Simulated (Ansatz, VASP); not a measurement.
## Cross-check of CsSbSe3 between VASP and Ansatz

One calculation is typed for both programs; each brings its own data sets. How far apart do they land? The cell is generated by rule, not measured, and may not be a known phase. The cell is taken from a series of runs on this material, whose earlier steps may have relaxed, scaled, displaced or heated it; both programs get it as it stands.

Main program and level: Ansatz 0.2.0; plane waves, with VASP 6.6.1 beside it; zone-centre phonons at PBEsol.

The structure was built from a prototype and need not be the compound's stable phase.

**1. Set-up**

Symmetry: Pm-3m, No. 221, cubic system. Conventional cell: a = 5.382 Å, b = 5.382 Å, c = 5.382 Å, α = 90.00°, β = 90.00°, γ = 90.00°. Nearest to Cs lie 12 Se at 3.81 Å. Nearest to Sb lie 6 Se at 2.69 Å. Nearest to Se lie 2 Sb at 2.69 Å and 4 Cs at 3.81 Å. Farther neighbours and most contacts between anions are not listed.

**2. VASP: zone-centre phonons, PBEsol**

Second derivatives magnify differences that forces hide, and they need a tight electronic threshold.

Lines of VASP's logs that name or quote its potential files are left out, and so is its time.

Contents of INCAR:

```
SYSTEM = CsSbSe3
PREC = Accurate
ENCUT = 500
EDIFF = 1E-08
NELM = 120
ISMEAR = 1
SIGMA = 0.2
LREAL = .FALSE.
ALGO = Normal
GGA = PS
NBANDS = 22
LORBIT = 11
LWAVE = .FALSE.
LCHARG = .FALSE.
ISIF = 2
IBRION = 8
LASPH = .TRUE.
GGA_COMPAT = .FALSE.
KPAR = 2
```

Contents of POSCAR:

```
CsSbSe3
1.0
    5.3818518704      0.0000000000      0.0000000000
    0.0000000000      5.3818518704      0.0000000000
    0.0000000000      0.0000000000      5.3818518704
Cs Sb Se
1 1 3
Direct
    0.0000000000      0.0000000000      0.0000000000
    0.5000000000      0.5000000000      0.5000000000
    0.5000000000      0.5000000000      0.0000000000
    0.5000000000      0.0000000000      0.5000000000
    0.0000000000      0.5000000000      0.5000000000
```

Contents of KPOINTS:

```
Automatic mesh
0
Gamma
8 8 8
0 0 0
```

PAW data sets: Cs_sv, Sb and Se (PBE family, release 64).

Started as:

```
$ mpirun -np 2 vasp_std
```

Numbers of over 12 decimals in the logs are rounded to 6 here.

What it wrote:

```text
[banner, memory and clock lines left out]
running    2 mpi-ranks, on    1 nodes
 distrk:  each k-point on    1 cores,    2 groups
 distr:  one band on    1 cores,    1 groups

 POSCAR found type information on POSCAR CsSbSe
 POSCAR found :  3 types and       5 ions
|                                                                             |
|               ----> ADVICE to this user running VASP <----                  |
|                                                                             |
|     You enforced a specific xc type in the INCAR file but a different       |
|     [... a line on the potential file left out ...]
|     I HOPE YOU KNOW WHAT YOU ARE DOING!                                     |
|                                                                             |

 LDA part: xc-table for (Slater+PW92), standard interpolation
 POSCAR, INCAR and KPOINTS ok, starting setup
 FFT: planning ... GRIDC
 FFT: planning ... GRID_SOFT
 FFT: planning ... GRID
 WAVECAR not read
 entering main loop
       N       E                     dE             d eps       ncg     rms          rms(c)
DAV:   1     0.185403876825E+03    0.18540E+03   -0.12269E+04  1540   0.119E+03
DAV:   2    -0.272790140462E+01   -0.18813E+03   -0.18089E+03  2098   0.191E+02
DAV:   3    -0.190614770011E+02   -0.16334E+02   -0.16054E+02  1888   0.652E+01
DAV:   4    -0.193017926913E+02   -0.24032E+00   -0.23992E+00  1890   0.897E+00
DAV:   5    -0.193050148348E+02   -0.32221E-02   -0.32215E-02  1872   0.108E+00    0.544E+00
DAV:   6    -0.186305228686E+02    0.67449E+00   -0.11146E+00  1846   0.450E+00    0.334E+00
DAV:   7    -0.186255147095E+02    0.50082E-02   -0.16310E-01  1864   0.162E+00    0.138E+00
DAV:   8    -0.186234542877E+02    0.20604E-02   -0.82900E-03  1888   0.443E-01    0.408E-01
DAV:   9    -0.186235099423E+02   -0.55655E-04   -0.10715E-03  1900   0.184E-01    0.516E-02
DAV:  10    -0.186235252815E+02   -0.15339E-04   -0.10339E-04  1876   0.473E-02    0.212E-02
DAV:  11    -0.186235420473E+02   -0.16766E-04   -0.21223E-05  1906   0.261E-02    0.595E-03
DAV:  12    -0.186235420023E+02    0.45018E-07   -0.14942E-06  1888   0.599E-03    0.344E-03
DAV:  13    -0.186235417186E+02    0.28360E-06   -0.13260E-07  1924   0.213E-03    0.823E-04
DAV:  14    -0.186235417320E+02   -0.13337E-07   -0.15826E-08  1388   0.627E-04    0.326E-04
DAV:  15    -0.186235417935E+02   -0.61483E-07   -0.39967E-09  1304   0.352E-04    0.160E-04
DAV:  16    -0.186235417890E+02    0.44724E-08   -0.34037E-10  1226   0.992E-05
   1 F= -.18623542E+02 E0= -.18625360E+02  d E =0.545432E-02
 Linear response reoptimize wavefunctions to high precision
DAV:   1    -0.186235417815E+02    0.74938E-08   -0.11086E-10  1274   0.517E-05
DAV:   2    -0.186235417815E+02    0.28649E-10   -0.28534E-11  1202   0.233E-05
 Linear response DOF=           4
 Linear response progress:
  Degree of freedom:   1/  4
       N       E                     dE             d eps       ncg     rms          rms(c)
RMM:   1    -0.191379289253E+00   -0.19138E+00    0.11137E-01  6597   0.129E+00
RMM:   2    -0.193562351480E+00   -0.21831E-02   -0.32354E-03  5226   0.231E-01    0.168E-02
RMM:   3    -0.193691557691E+00   -0.12921E-03   -0.82937E-05  5525   0.404E-02    0.663E-03
RMM:   4    -0.193705106147E+00   -0.13548E-04   -0.16562E-05  5690   0.159E-02    0.222E-03
RMM:   5    -0.193696164309E+00    0.89418E-05   -0.69450E-07  5661   0.372E-03    0.746E-04
RMM:   6    -0.193690192810E+00    0.59715E-05   -0.71850E-08  5782   0.107E-03    0.385E-04
RMM:   7    -0.193686370630E+00    0.38222E-05   -0.18367E-08  5734   0.359E-04    0.168E-04
RMM:   8    -0.193683991473E+00    0.23792E-05   -0.15467E-08  5809   0.219E-04    0.388E-05
RMM:   9    -0.193683604606E+00    0.38687E-06   -0.15606E-08  5800   0.131E-04    0.943E-06
RMM:  10    -0.193683614978E+00   -0.10372E-07   -0.17919E-08  6003   0.977E-05    0.339E-06
RMM:  11    -0.193683609959E+00    0.50194E-08   -0.11123E-08  5738   0.932E-05    0.105E-06
 first order change of Fermi-energy  -0.99261E-04
 force on displaced ion       1 direction 1 :  -1.461   0.000  -0.000
 Linear response progress:
  Degree of freedom:   2/  4
       N       E                     dE             d eps       ncg     rms          rms(c)
RMM:   1    -0.286043561149E-01   -0.28604E-01    0.20407E-02  6095   0.101E+00
RMM:   2    -0.283200452642E-01    0.28431E-03   -0.20517E-03  5417   0.202E-01    0.103E-01
RMM:   3    -0.282440185187E-01    0.76027E-04   -0.55831E-05  5607   0.326E-02    0.592E-02
RMM:   4    -0.281665972068E-01    0.77421E-04   -0.13107E-05  5521   0.182E-02    0.401E-03
RMM:   5    -0.281619989071E-01    0.45983E-05   -0.12931E-06  5744   0.301E-03    0.140E-03
RMM:   6    -0.281609562662E-01    0.10426E-05    0.59519E-07  5736   0.980E-04    0.548E-04
RMM:   7    -0.281609601204E-01   -0.38542E-08   -0.27378E-07  5703   0.320E-04    0.207E-04
RMM:   8    -0.281608946510E-01    0.65469E-07    0.16668E-08  5758   0.202E-04    0.451E-05
RMM:   9    -0.281607799960E-01    0.11466E-06    0.54878E-09  5841   0.577E-05    0.161E-05
RMM:  10    -0.281607202117E-01    0.59784E-07    0.12624E-08  5812   0.380E-05    0.597E-06
RMM:  11    -0.281607316973E-01   -0.11486E-07    0.22204E-08  5851   0.238E-05    0.187E-06
RMM:  12    -0.281607323955E-01   -0.69828E-09    0.33112E-08  5365   0.216E-05    0.840E-07
 first order change of Fermi-energy   0.25420E-03
 force on displaced ion       2 direction 1 :  -0.212  -0.000   0.000
 Linear response progress:
  Degree of freedom:   3/  4
       N       E                     dE             d eps       ncg     rms          rms(c)
RMM:   1    -0.899578341557E-01   -0.89958E-01    0.53304E-02 10695   0.115E+00
RMM:   2    -0.893651679124E-01    0.59267E-03   -0.25144E-03  9092   0.190E-01    0.356E-02
RMM:   3    -0.895373571734E-01   -0.17219E-03   -0.10829E-04  9403   0.331E-02    0.220E-02
RMM:   4    -0.897768380074E-01   -0.23948E-03   -0.33711E-05  9376   0.218E-02    0.506E-03
RMM:   5    -0.897678521994E-01    0.89858E-05   -0.16369E-06  9594   0.389E-03    0.303E-03
RMM:   6    -0.897641469082E-01    0.37053E-05   -0.48766E-08  9517   0.190E-03    0.104E-03
RMM:   7    -0.897678744353E-01   -0.37275E-05   -0.52712E-08  9580   0.703E-04    0.409E-04
RMM:   8    -0.897664244595E-01    0.14500E-05    0.25051E-09  9661   0.347E-04    0.684E-05
RMM:   9    -0.897664063061E-01    0.18153E-07    0.45241E-09  9461   0.143E-04    0.337E-05
RMM:  10    -0.897666817348E-01   -0.27543E-06    0.27594E-08  9409   0.865E-05    0.154E-05
RMM:  11    -0.897666597264E-01    0.22008E-07    0.80547E-08 10255   0.519E-05    0.404E-06
RMM:  12    -0.897666370938E-01    0.22633E-07    0.25551E-08  9668   0.474E-05    0.957E-07
RMM:  13    -0.897666408960E-01   -0.38021E-08    0.14051E-08  9056   0.461E-05    0.400E-07
 first order change of Fermi-energy   0.21989E-03
 force on displaced ion       3 direction 1 :  -0.078   0.000   0.000
 Linear response progress:
  Degree of freedom:   4/  4
       N       E                     dE             d eps       ncg     rms          rms(c)
RMM:   1    -0.898836461043E-01   -0.89884E-01    0.88319E-02  6590   0.120E+00
RMM:   2    -0.892866414155E-01    0.59700E-03   -0.28454E-03  5309   0.225E-01    0.112E-01
RMM:   3    -0.896111878169E-01   -0.32455E-03   -0.31659E-04  5340   0.596E-02    0.608E-02
RMM:   4    -0.899715226192E-01   -0.36033E-03   -0.12208E-04  5471   0.351E-02    0.146E-02
RMM:   5    -0.900062103804E-01   -0.34688E-04   -0.73362E-06  5656   0.111E-02    0.261E-03
RMM:   6    -0.900094545140E-01   -0.32441E-05    0.14069E-07  5742   0.161E-03    0.173E-03
RMM:   7    -0.900136988224E-01   -0.42443E-05   -0.13712E-07  5741   0.113E-03    0.284E-04
RMM:   8    -0.900127370747E-01    0.96175E-06    0.20558E-08  5597   0.445E-04    0.638E-05
RMM:   9    -0.900132121887E-01   -0.47511E-06   -0.28842E-09  5815   0.148E-04    0.172E-05
RMM:  10    -0.900132394225E-01   -0.27234E-07    0.96029E-09  5887   0.609E-05    0.977E-06
RMM:  11    -0.900132680963E-01   -0.28674E-07   -0.43393E-09  5953   0.588E-05    0.190E-06
RMM:  12    -0.900132501476E-01    0.17949E-07    0.42973E-09  5563   0.475E-05    0.541E-07
RMM:  13    -0.900132534546E-01   -0.33070E-08    0.25943E-08  4885   0.462E-05    0.127E-07
 first order change of Fermi-energy  -0.47094E-03
 force on displaced ion       3 direction 3 :   0.000  -0.000  -2.137
 Linear response finished
```

From OUTCAR (step 2):

```text
ion  position               nearest neighbor table
   1  0.000  0.000  0.000-
   2  0.500  0.500  0.500-   3 2.69   4 2.69   5 2.69   3 2.69   4 2.69   5 2.69
   3  0.500  0.500  0.000-   2 2.69   2 2.69
   4  0.500  0.000  0.500-   2 2.69   2 2.69
   5  0.000  0.500  0.500-   2 2.69   2 2.69

  LATTYP: Found a simple cubic cell.
 ALAT       =     5.3818518704

 Subroutine GETGRP returns: Found 48 space group operations
 (whereof 48 operations were pure point group operations)

The static configuration has the point symmetry O_h .

 Found     35 irreducible k-points:

   k-points           NKPTS =     35   k-points in BZ     NKDIM =     35   number of bands    NBANDS=     22

   dimension x,y,z NGX =    40 NGY =   40 NGZ =   40
   dimension x,y,z NGXF=    80 NGYF=   80 NGZF=   80

   ENCUT  =  500.0 eV  36.75 Ry    6.06 a.u.   9.81  9.81  9.81*2*pi/ulx,y,z

   NELECT =      32.0000    total number of electrons

 k-points in reciprocal lattice and weights: Automatic mesh
   0.00000000  0.00000000  0.00000000       0.002
   0.12500000  0.00000000  0.00000000       0.012
   0.25000000  0.00000000  0.00000000       0.012
   0.37500000  0.00000000  0.00000000       0.012
   0.50000000  0.00000000  0.00000000       0.006
   0.12500000  0.12500000  0.00000000       0.023
   0.25000000  0.12500000  0.00000000       0.047
   0.37500000  0.12500000  0.00000000       0.047
   0.50000000  0.12500000  0.00000000       0.023
[...]
0.50000000  0.50000000  0.37500000       0.012
   0.50000000  0.50000000  0.50000000       0.002

 average (electrostatic) potential at core
       1 -47.2782       2 -90.6289       3 -55.0134       4 -55.0134       5 -55.0134

  Total        0.0743882      0.0743882      0.0743882      0.0000000      0.0000000      0.0000000
  in kB        0.7645741      0.7645741      0.7645741      0.0000000      0.0000000      0.0000000
  external PRESSURE =       0.7645741 kB  Pullay stress =       0.0000000 kB

  energy-cutoff  :      500.00
  volume of cell :      155.88
      direct lattice vectors                 reciprocal lattice vectors
     5.381851870  0.000000000  0.000000000     0.185809648  0.000000000  0.000000000
[...]
POSITION                                       TOTAL-FORCE (eV/Angst)
 -----------------------------------------------------------------------------------
      0.00000      0.00000      0.00000         0.000000      0.000000      0.000000
      2.69093      2.69093      2.69093         0.000000      0.000000      0.000000
      2.69093      2.69093      0.00000         0.000000      0.000000      0.000000
      2.69093      0.00000      2.69093         0.000000      0.000000      0.000000
      0.00000      2.69093      2.69093         0.000000      0.000000      0.000000
 -----------------------------------------------------------------------------------
    total drift:                                0.000000     -0.000000     -0.000000

 Eigenvectors and eigenvalues of the dynamical matrix
 ----------------------------------------------------

   1 f  =    3.065833 THz    19.263199 2PiTHz  102.265192 cm-1    12.679262 meV
             X         Y         Z           dx          dy          dz
      0.000000  0.000000  0.000000    -0.004423   -0.069618   -0.000000
      2.690926  2.690926  2.690926     0.031214    0.491342   -0.000000
      2.690926  2.690926  0.000000     0.010051    0.158212   -0.000000
      2.690926  0.000000  2.690926     0.010051   -0.836454   -0.000000
      0.000000  2.690926  2.690926    -0.053138    0.158212   -0.000000

   2 f  =    3.065833 THz    19.263199 2PiTHz  102.265192 cm-1    12.679262 meV
             X         Y         Z           dx          dy          dz
      0.000000  0.000000  0.000000     0.069618   -0.004423   -0.000000
      2.690926  2.690926  2.690926    -0.491342    0.031214    0.000000
      2.690926  2.690926  0.000000    -0.158212    0.010051   -0.000000
      2.690926  0.000000  2.690926    -0.158212   -0.053138    0.000000
      0.000000  2.690926  2.690926     0.836454    0.010051    0.000000

   3 f  =    3.065833 THz    19.263199 2PiTHz  102.265192 cm-1    12.679262 meV
             X         Y         Z           dx          dy          dz
      0.000000  0.000000  0.000000    -0.000000    0.000000   -0.069758
      2.690926  2.690926  2.690926     0.000000   -0.000000    0.492332
      2.690926  2.690926  0.000000     0.000000   -0.000000   -0.838140
      2.690926  0.000000  2.690926     0.000000    0.000000    0.158531
      0.000000  2.690926  2.690926    -0.000000   -0.000000    0.158531

   4 f  =    2.003686 THz    12.589532 2PiTHz   66.835780 cm-1     8.286577 meV
             X         Y         Z           dx          dy          dz
      0.000000  0.000000  0.000000     0.759952    0.337785   -0.017305
      2.690926  2.690926  2.690926    -0.098019   -0.043568    0.002232
      2.690926  2.690926  0.000000    -0.309042   -0.137364    0.005414
      2.690926  0.000000  2.690926    -0.309042   -0.105670    0.007037
      0.000000  2.690926  2.690926    -0.237736   -0.137364    0.007037

   5 f  =    2.003686 THz    12.589532 2PiTHz   66.835780 cm-1     8.286577 meV
             X         Y         Z           dx          dy          dz
      0.000000  0.000000  0.000000     0.034971   -0.036140    0.830298
      2.690926  2.690926  2.690926    -0.004511    0.004661   -0.107093
      2.690926  2.690926  0.000000    -0.014221    0.014697   -0.259743
      2.690926  0.000000  2.690926    -0.014221    0.011306   -0.337649
      0.000000  2.690926  2.690926    -0.010940    0.014697   -0.337649

   6 f  =    2.003686 THz    12.589532 2PiTHz   66.835780 cm-1     8.286577 meV
             X         Y         Z           dx          dy          dz
      0.000000  0.000000  0.000000    -0.336415    0.759289    0.047219
      2.690926  2.690926  2.690926     0.043391   -0.097934   -0.006090
      2.690926  2.690926  0.000000     0.136807   -0.308773   -0.014771
      2.690926  0.000000  2.690926     0.136807   -0.237529   -0.019202
      0.000000  2.690926  2.690926     0.105241   -0.308773   -0.019202

   7 f  =    0.778100 THz     4.888946 2PiTHz   25.954618 cm-1     3.217961 meV
             X         Y         Z           dx          dy          dz
      0.000000  0.000000  0.000000     0.000000   -0.000000   -0.000000
      2.690926  2.690926  2.690926     0.000000   -0.000000   -0.000000
      2.690926  2.690926  0.000000    -0.707065    0.007304   -0.000000
      2.690926  0.000000  2.690926     0.707065   -0.000000    0.002257
      0.000000  2.690926  2.690926     0.000000   -0.007304   -0.002257

   8 f  =    0.778100 THz     4.888946 2PiTHz   25.954618 cm-1     3.217961 meV
             X         Y         Z           dx          dy          dz
      0.000000  0.000000  0.000000     0.000000   -0.000000    0.000000
      2.690926  2.690926  2.690926    -0.000000    0.000000    0.000000
      2.690926  2.690926  0.000000     0.006874    0.516062    0.000000
      2.690926  0.000000  2.690926    -0.006874   -0.000000    0.483355
      0.000000  2.690926  2.690926    -0.000000   -0.516062   -0.483355

   9 f  =    0.778100 THz     4.888946 2PiTHz   25.954618 cm-1     3.217961 meV
             X         Y         Z           dx          dy          dz
      0.000000  0.000000  0.000000     0.000000    0.000000   -0.000000
      2.690926  2.690926  2.690926     0.000000    0.000000   -0.000000
      2.690926  2.690926  0.000000     0.003346    0.483349   -0.000000
      2.690926  0.000000  2.690926    -0.003346    0.000000   -0.516103
      0.000000  2.690926  2.690926    -0.000000   -0.483349    0.516103

  10 f/i=    0.007150 THz     0.044922 2PiTHz    0.238486 cm-1     0.029569 meV
             X         Y         Z           dx          dy          dz
      0.000000  0.000000  0.000000     0.085605    0.351908    0.369078
      2.690926  2.690926  2.690926     0.082356    0.338552    0.355070
      2.690926  2.690926  0.000000     0.066631    0.273910    0.286528
      2.690926  0.000000  2.690926     0.066631    0.273198    0.287274
      0.000000  2.690926  2.690926     0.066458    0.273910    0.287274

  11 f/i=    0.007150 THz     0.044922 2PiTHz    0.238486 cm-1     0.029569 meV
             X         Y         Z           dx          dy          dz
      0.000000  0.000000  0.000000    -0.509724    0.070408    0.051094
      2.690926  2.690926  2.690926    -0.490378    0.067735    0.049155
      2.690926  2.690926  0.000000    -0.396747    0.054802    0.039666
      2.690926  0.000000  2.690926    -0.396747    0.054660    0.039769
      0.000000  2.690926  2.690926    -0.395716    0.054802    0.039769

  12 f/i=    0.007150 THz     0.044922 2PiTHz    0.238486 cm-1     0.029569 meV
             X         Y         Z           dx          dy          dz
      0.000000  0.000000  0.000000     0.015482    0.372276   -0.358549
      2.690926  2.690926  2.690926     0.014894    0.358147   -0.344940
      2.690926  2.690926  0.000000     0.012050    0.289764   -0.278353
      2.690926  0.000000  2.690926     0.012050    0.289011   -0.279079
      0.000000  2.690926  2.690926     0.012019    0.289764   -0.279079

  13 f/i=    1.951242 THz    12.260017 2PiTHz   65.086435 cm-1     8.069686 meV
             X         Y         Z           dx          dy          dz
      0.000000  0.000000  0.000000    -0.187285   -0.026687   -0.005916
      2.690926  2.690926  2.690926     0.698729    0.099566    0.022072
      2.690926  2.690926  0.000000    -0.440806   -0.062813    0.008190
      2.690926  0.000000  2.690926    -0.440806    0.036946   -0.013924
      0.000000  2.690926  2.690926     0.259275   -0.062813   -0.013924

  14 f/i=    1.951242 THz    12.260017 2PiTHz   65.086435 cm-1     8.069686 meV
             X         Y         Z           dx          dy          dz
      0.000000  0.000000  0.000000    -0.005795   -0.001266    0.189176
      2.690926  2.690926  2.690926     0.021622    0.004722   -0.705786
      2.690926  2.690926  0.000000    -0.013641   -0.002979   -0.261893
      2.690926  0.000000  2.690926    -0.013641    0.001752    0.445258
      0.000000  2.690926  2.690926     0.008023   -0.002979    0.445258

  15 f/i=    1.951242 THz    12.260017 2PiTHz   65.086435 cm-1     8.069686 meV
             X         Y         Z           dx          dy          dz
      0.000000  0.000000  0.000000     0.026714   -0.187374   -0.000435
      2.690926  2.690926  2.690926    -0.099665    0.699062    0.001624
      2.690926  2.690926  0.000000     0.062875   -0.441016    0.000603
      2.690926  0.000000  2.690926     0.062875    0.259398   -0.001025
      0.000000  2.690926  2.690926    -0.036982   -0.441016   -0.001025

 ELASTIC MODULI CONTR FROM IONIC RELAXATION (kBar)
 Direction    XX          YY          ZZ          XY          YZ          ZX
 --------------------------------------------------------------------------------
 XX           0.0000      0.0000      0.0000      0.0000      0.0000      0.0000
 YY           0.0000      0.0000      0.0000      0.0000      0.0000      0.0000
 ZZ           0.0000      0.0000      0.0000      0.0000      0.0000      0.0000
 XY           0.0000      0.0000      0.0000      0.0000      0.0000      0.0000
 YZ           0.0000      0.0000      0.0000      0.0000      0.0000      0.0000
 ZX           0.0000      0.0000      0.0000      0.0000      0.0000      0.0000
 --------------------------------------------------------------------------------
```

[end of part 1 of 2]

[Lines on the potential files, build, host, timing and source positions are cut from VASP's logs without a mark.]

[Logs are printed without paths, hosts, clocks, repeated set-up lines and the standing remarks that a program may print on its own settings, such as how far it seeks lower states.]

[Hosts, paths, dates, database ids (printed as entryN), source tags and the programs' standing remarks are cut or masked in the printed files.]
